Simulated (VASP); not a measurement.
Level of theory: AM05 GGA, VASP's PBE PAW potentials (set 64) (plane waves; VASP).

A VASP calculation is set up with these files.

### POSCAR
```
SrO
1
    0.0000000000     2.5226976001     2.5226976001
    2.5226976001     0.0000000000     2.5226976001
    2.5226976001     2.5226976001     0.0000000000
Sr O
1 1
Direct
  0.0000000000   0.0000000000   0.0000000000
  0.5000000000   0.5000000000   0.5000000000
```

### INCAR
```
! general
SYSTEM  = SrO
PREC    = Accurate
ENCUT   = 520
LREAL   = .False.
LASPH   = .True.

! electronic loop
EDIFF   = 1E-7
NELM    = 100
ALGO    = Normal
LMAXMIX = 4

! smearing
ISMEAR  = 0
SIGMA   = 0.05

! functional
GGA     = AM

! ions
ISIF    = 2

! output
LWAVE   = .False.
LCHARG  = .False.
```

**KPOINTS**
```
Automatic mesh
0
Gamma
9 9 9
0 0 0
```

POTCAR, in this order: Sr_sv O (PBE.64 set). Program: vasp_std.

Task: Estimate the energy per atom (σ→0), pressure.

Result: 
- energy per atom (σ→0): -6.080 eV/atom
- pressure: 6.39 GPa

### OSZICAR
```
...
DAV:   9    -0.121581393122E+02   -0.38279E-03   -0.14458E-02  1140   0.104E+00    0.211E-01
DAV:  10    -0.121588753441E+02   -0.73603E-03   -0.12684E-03   872   0.357E-01    0.526E-02
DAV:  11    -0.121590147650E+02   -0.13942E-03   -0.19505E-04  1016   0.123E-01    0.460E-02
DAV:  12    -0.121590311955E+02   -0.16430E-04   -0.28852E-05   896   0.517E-02    0.212E-02
DAV:  13    -0.121590308763E+02    0.31916E-06   -0.34892E-06  1040   0.212E-02    0.300E-03
DAV:  14    -0.121590307448E+02    0.13153E-06   -0.31344E-07  1004   0.536E-03    0.171E-03
DAV:  15    -0.121590306716E+02    0.73200E-07   -0.41985E-08   648   0.187E-03
   1 F= -.12159031E+02 E0= -.12159031E+02  d E =-.711227E-19
```

The compound is SrO in the rock salt structure. This cell is one point of a volume scan, at 0.94 of the reference volume.
